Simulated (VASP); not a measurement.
These are r2SCAN meta-GGA, VASP's PBE PAW potentials (set 64) (plane waves; VASP) values and carry that method's errors.

A VASP calculation is set up with these files.

**INCAR**
```
! general
SYSTEM   =  HfB2
PREC     =  Accurate
ENCUT    =  520
LREAL    =  F
LASPH    =  T

! electronic loop
EDIFF    =  1E-6
NELM     =  100
ALGO     =  Normal
LMAXMIX  =  6
LMIXTAU  =  T

! smearing
ISMEAR   =  1
SIGMA    =  0.1

! functional
METAGGA  =  R2SCAN

! ions
IBRION   =  2
NSW      =  60
ISIF     =  3
EDIFFG   =  -0.02

! output
LWAVE    =  F
LCHARG   =  F
```

**KPOINTS**
```
Regular mesh
0
G
 10 10 8
0 0 0
```

### POSCAR
```
HfB2
1
    1.5613703815    -2.7043730586    -0.0000000000
    1.5613703815     2.7043730586    -0.0000000000
   -0.0000000000    -0.0000000000     3.4547709102
Hf B
1 2
Direct
  0.0000000000   1.0000000000   0.0000000000
  0.3333330000   0.6666670000   0.5000000000
  0.6666670000   0.3333330000   0.5000000000
```

POTCAR, in this order: Hf_pv B (PBE.64 set). Program: vasp_std.

Output

### OUTCAR
```
 ion  position               nearest neighbor table
   1  0.000  0.000  0.000-   2 2.50   3 2.50   2 2.50   3 2.50   3 2.50   3 2.50   2 2.50   2 2.50
                             3 2.50   3 2.50   2 2.50   2 2.50
   2  0.333  0.667  0.500-   3 1.80   3 1.80   3 1.80   1 2.50   1 2.50   1 2.50   1 2.50   1 2.50
                             1 2.50
   3  0.667  0.333  0.500-   2 1.80   2 1.80   2 1.80   1 2.50   1 2.50   1 2.50   1 2.50   1 2.50
                             1 2.50
  LATTYP: Found a hexagonal cell.
 ALAT       =     3.1227409608
 C/A-ratio  =     1.1063264464
 Subroutine PRICEL returns:
 Original cell was already a primitive cell.
 Subroutine GETGRP returns: Found 24 space group operations
The static configuration has the point symmetry D_6h.
The dynamic configuration has the point symmetry D_6h.
 Subroutine INISYM returns: Found 24 space group operations
 Subroutine IBZKPT returns following result:
 Found     70 irreducible k-points:

 Following reciprocal coordinates:
            Coordinates               Weight
  0.000000  0.000000  0.000000      1.000000
  0.100000  0.000000  0.000000      6.000000
  0.200000  0.000000  0.000000      6.000000
  0.300000  0.000000  0.000000      6.000000
  0.400000  0.000000  0.000000      6.000000
  0.500000  0.000000  0.000000      3.000000
  0.100000  0.100000  0.000000      6.000000
  0.200000  0.100000  0.000000     12.000000
  0.300000  0.100000  0.000000     12.000000
  0.400000  0.100000  0.000000     12.000000
  0.200000  0.200000  0.000000      6.000000
  0.300000  0.200000  0.000000     12.000000
  0.400000  0.200000  0.000000      6.000000
  0.300000  0.300000  0.000000      6.000000
  0.000000  0.000000  0.125000      2.000000
  0.100000  0.000000  0.125000     12.000000
  0.200000  0.000000  0.125000     12.000000
  0.300000  0.000000  0.125000     12.000000
  0.400000  0.000000  0.125000     12.000000
  0.500000  0.000000  0.125000      6.000000
  0.100000  0.100000  0.125000     12.000000
  0.200000  0.100000  0.125000     24.000000
  0.300000  0.100000  0.125000     24.000000
  0.400000  0.100000  0.125000     24.000000
  0.200000  0.200000  0.125000     12.000000
  0.300000  0.200000  0.125000     24.000000
  0.400000  0.200000  0.125000     12.000000
  0.300000  0.300000  0.125000     12.000000
  0.000000  0.000000  0.250000      2.000000
  0.100000  0.000000  0.250000     12.000000
  0.200000  0.000000  0.250000     12.000000
  0.300000  0.000000  0.250000     12.000000
  0.400000  0.000000  0.250000     12.000000
  0.500000  0.000000  0.250000      6.000000
  0.100000  0.100000  0.250000     12.000000
  0.200000  0.100000  0.250000     24.000000
  0.300000  0.100000  0.250000     24.000000
  0.400000  0.100000  0.250000     24.000000
  0.200000  0.200000  0.250000     12.000000
  0.300000  0.200000  0.250000     24.000000
   k-points           NKPTS =     70   k-points in BZ     NKDIM =     70   number of bands    NBANDS=     12
   number of dos      NEDOS =    301   number of ions     NIONS =      3
   total plane-waves  NPLWV =  16128
   dimension x,y,z NGX =    24 NGY =   24 NGZ =   28
   dimension x,y,z NGXF=    48 NGYF=   48 NGZF=   56
   ions per type =               1   2
   PREC   = accura    normal or accurate (medium, high low for compatibility)
   ISTART =      0    job   : 0-new  1-cont  2-samecut
   ICHARG =      2    charge: 1-file 2-atom 10-const
   ISPIN  =      1    spin polarized calculation?
   LNONCOLLINEAR =      F non collinear calculations
   LSORBIT =      F    spin-orbit coupling
   INIWAV =      1    electr: 0-lowe 1-rand  2-diag
   ENCUT  =  520.0 eV  38.22 Ry    6.18 a.u.   5.81  5.81  6.42*2*pi/ulx,y,z
...
```

File OSZICAR:
```
       N       E                     dE             d eps       ncg     rms          rms(c)
DAV:   1    -0.745348214573E+01   -0.74535E+01   -0.86693E+03  1680   0.131E+03
DAV:   2    -0.662976188510E+02   -0.58844E+02   -0.54956E+02  2076   0.254E+02
DAV:   3    -0.681392986384E+02   -0.18417E+01   -0.18120E+01  2200   0.341E+01
DAV:   4    -0.681547407991E+02   -0.15442E-01   -0.15433E-01  2016   0.341E+00
DAV:   5    -0.681548976807E+02   -0.15688E-03   -0.15685E-03  2192   0.289E-01    0.594E+01
DAV:   6    -0.630773305100E+02    0.50776E+01   -0.47537E+00  2044   0.178E+01    0.406E+01
DAV:   7    -0.628396620273E+02    0.23767E+00   -0.13813E+00  2160   0.113E+01    0.565E+00
DAV:   8    -0.630196314323E+02   -0.17997E+00   -0.79836E-01  1864   0.111E+01    0.615E+00
DAV:   9    -0.629795187839E+02    0.40113E-01   -0.66886E-01  2028   0.780E+00    0.594E+00
DAV:  10    -0.630665956159E+02   -0.87077E-01   -0.72875E-02  1960   0.226E+00    0.135E+00
DAV:  11    -0.630783101499E+02   -0.11715E-01   -0.31398E-02  1968   0.175E+00    0.635E-01
DAV:  12    -0.630803137853E+02   -0.20036E-02   -0.16729E-03  1996   0.399E-01    0.138E-01
DAV:  13    -0.630810141359E+02   -0.70035E-03   -0.72500E-04  1952   0.280E-01    0.488E-02
DAV:  14    -0.630809180062E+02    0.96130E-04   -0.22655E-04  1896   0.174E-01    0.132E-01
DAV:  15    -0.630810077741E+02   -0.89768E-04   -0.28243E-05  1980   0.533E-02    0.740E-02
DAV:  16    -0.630810430090E+02   -0.35235E-04   -0.29436E-05  1972   0.541E-02    0.307E-03
DAV:  17    -0.630810431295E+02   -0.12049E-06   -0.12488E-06  1256   0.115E-02
   1 F= -.63081043E+02 E0= -.63080876E+02  d E =-.630810E+02
       N       E                     dE             d eps       ncg     rms          rms(c)
DAV:   1    -0.631116239951E+02   -0.30581E-01   -0.11409E+00  1724   0.106E+01    0.341E+00
DAV:   2    -0.630858087885E+02    0.25815E-01   -0.53721E-02  1724   0.243E+00    0.152E+00
DAV:   3    -0.630785165351E+02    0.72923E-02   -0.35146E-02  1992   0.160E+00    0.157E+00
DAV:   4    -0.630785762221E+02   -0.59687E-04   -0.54880E-04  1952   0.271E-01    0.161E+00
DAV:   5    -0.630789314442E+02   -0.35522E-03   -0.43862E-04  1980   0.222E-01    0.142E+00
DAV:   6    -0.630784221427E+02    0.50930E-03   -0.95658E-04  1956   0.289E-01    0.944E-01
DAV:   7    -0.630785833550E+02   -0.16121E-03   -0.10244E-04  2024   0.113E-01    0.880E-01
DAV:   8    -0.630785683049E+02    0.15050E-04   -0.77839E-05  2096   0.776E-02    0.655E-01
DAV:   9    -0.630785672615E+02    0.10433E-05   -0.80770E-05  2036   0.831E-02    0.482E-01
DAV:  10    -0.630785791940E+02   -0.11932E-04   -0.45226E-06  1900   0.208E-02    0.449E-01
DAV:  11    -0.630785928180E+02   -0.13624E-04   -0.35692E-05  2048   0.492E-02    0.319E-01
DAV:  12    -0.630786421673E+02   -0.49349E-04   -0.10666E-04  2044   0.986E-02    0.106E-01
DAV:  13    -0.630786428480E+02   -0.68062E-06   -0.52516E-06  2024   0.219E-02
   2 F= -.63078643E+02 E0= -.63078469E+02  d E =0.240028E-02
       N       E                     dE             d eps       ncg     rms          rms(c)
DAV:   1    -0.630963112551E+02   -0.17669E-01   -0.34216E-01  1720   0.582E+00    0.181E+00
DAV:   2    -0.630882238116E+02    0.80874E-02   -0.15259E-02  1712   0.131E+00    0.821E-01
DAV:   3    -0.630858856531E+02    0.23382E-02   -0.10647E-02  1988   0.887E-01    0.857E-01
DAV:   4    -0.630858829561E+02    0.26970E-05   -0.16254E-04  1936   0.148E-01    0.897E-01
DAV:   5    -0.630859816904E+02   -0.98734E-04   -0.30030E-04  1988   0.143E-01    0.544E-01
DAV:   6    -0.630859118888E+02    0.69802E-04   -0.15451E-04  2080   0.104E-01    0.306E-01
DAV:   7    -0.630859243044E+02   -0.12416E-04   -0.39375E-05  1996   0.758E-02    0.218E-01
DAV:   8    -0.630859101276E+02    0.14177E-04   -0.30693E-05  1876   0.658E-02    0.114E-01
DAV:   9    -0.630859065192E+02    0.36085E-05   -0.54673E-06  2060   0.194E-02    0.587E-02
DAV:  10    -0.630859040023E+02    0.25169E-05   -0.29972E-07   928   0.643E-03    0.539E-02
DAV:  11    -0.630858969409E+02    0.70613E-05   -0.29745E-06  1956   0.164E-02    0.103E-02
DAV:  12    -0.630858935636E+02    0.33773E-05   -0.35397E-07   900   0.641E-03    0.200E-03
DAV:  13    -0.630858965681E+02   -0.30044E-05   -0.12553E-07   876   0.432E-03    0.298E-03
DAV:  14    -0.630858954611E+02    0.11069E-05   -0.28430E-08   872   0.173E-03    0.484E-04
DAV:  15    -0.630858956067E+02   -0.14554E-06   -0.38369E-09   864   0.583E-04
   3 F= -.63085896E+02 E0= -.63085725E+02  d E =-.485248E-02
       N       E                     dE             d eps       ncg     rms          rms(c)
DAV:   1    -0.630859028564E+02   -0.73952E-05   -0.14333E-04  1752   0.119E-01    0.380E-02
DAV:   2    -0.630858975714E+02    0.52850E-05   -0.65215E-06  1764   0.271E-02    0.172E-02
DAV:   3    -0.630858961547E+02    0.14167E-05   -0.44194E-06  1988   0.181E-02    0.176E-02
DAV:   4    -0.630858960184E+02    0.13637E-06   -0.64430E-08   884   0.302E-03
   4 F= -.63085896E+02 E0= -.63085726E+02  d E =-.485289E-02
       N       E                     dE             d eps       ncg     rms          rms(c)
DAV:   1    -0.630862703445E+02   -0.37419E-03   -0.20772E-02  1788   0.129E+00    0.157E-01
DAV:   2    -0.630861132634E+02    0.15708E-03   -0.27875E-04  2052   0.157E-01    0.679E-02
DAV:   3    -0.630861231916E+02   -0.99282E-05   -0.52253E-05  2060   0.719E-02    0.237E-02
DAV:   4    -0.630861133052E+02    0.98865E-05   -0.19220E-05  2056   0.405E-02    0.135E-02
DAV:   5    -0.630861185993E+02   -0.52941E-05   -0.87786E-06  1836   0.325E-02    0.512E-03
DAV:   6    -0.630861184453E+02    0.15396E-06   -0.39380E-06  1776   0.216E-02
   5 F= -.63086118E+02 E0= -.63085945E+02  d E =-.222427E-03
```

### OUTCAR
```
------------------------ aborting loop because EDIFF is reached ----------------------------------------
  FORCE on cell =-STRESS in cart. coord.  units (eV):
  Direction    XX          YY          ZZ          XY          YZ          ZX
  --------------------------------------------------------------------------------------
  Total        0.0021142      0.0021142     -0.0009027      0.0000000      0.0000000      0.0000000
  in kB        0.1145076      0.1145076     -0.0488934      0.0000000      0.0000000      0.0000000
  external PRESSURE =       0.0600406 kB  Pullay stress =       0.0000000 kB
  volume of cell :       29.58
      direct lattice vectors                 reciprocal lattice vectors
     1.566010206 -2.712409473 -0.000000000     0.319282721 -0.184337949 -0.000000000
     1.566010206  2.712409473  0.000000000     0.319282721  0.184337949 -0.000000000
     0.000000000  0.000000000  3.482122837     0.000000000 -0.000000000  0.287181138
 POSITION                                       TOTAL-FORCE (eV/Angst)
 -----------------------------------------------------------------------------------
      0.00000      0.00000      0.00000         0.000000     -0.000000     -0.000000
      1.56601      0.90414      1.74106         0.000000      0.000000      0.000000
      1.56601     -0.90414      1.74106        -0.000000     -0.000000     -0.000000
 -----------------------------------------------------------------------------------
    total drift:                               -0.000000     -0.000000      0.000000
  FREE ENERGIE OF THE ION-ELECTRON SYSTEM (eV)
  ---------------------------------------------------
  free  energy   TOTEN  =       -63.0861184453 eV

  energy  without entropy=      -63.0855990778  energy(sigma->0) =      -63.08594532

 reached required accuracy - stopping structural energy minimisation
```
(Selected blocks of OUTCAR.)

File CONTCAR:
```
HfB2
   1.00000000000000
     1.5660102064188013   -2.7124094731272326   -0.0000000000000000
     1.5660102064188013    2.7124094731272326    0.0000000000000000
     0.0000000000000000    0.0000000000000000    3.4821228369174420
  Hf              B
     1     2
Direct
     0.0000000000000000    0.0000000000000000    0.0000000000000000
     0.3333330000000032    0.6666669999999968    0.5000000000000000
     0.6666669999999968    0.3333330000000032    0.5000000000000000
```

The compound is HfB2 in the AlB2 type structure. This run relaxes it. Symmetry was kept, so distortions that lower it aren't found. The start is the result of an earlier pass.
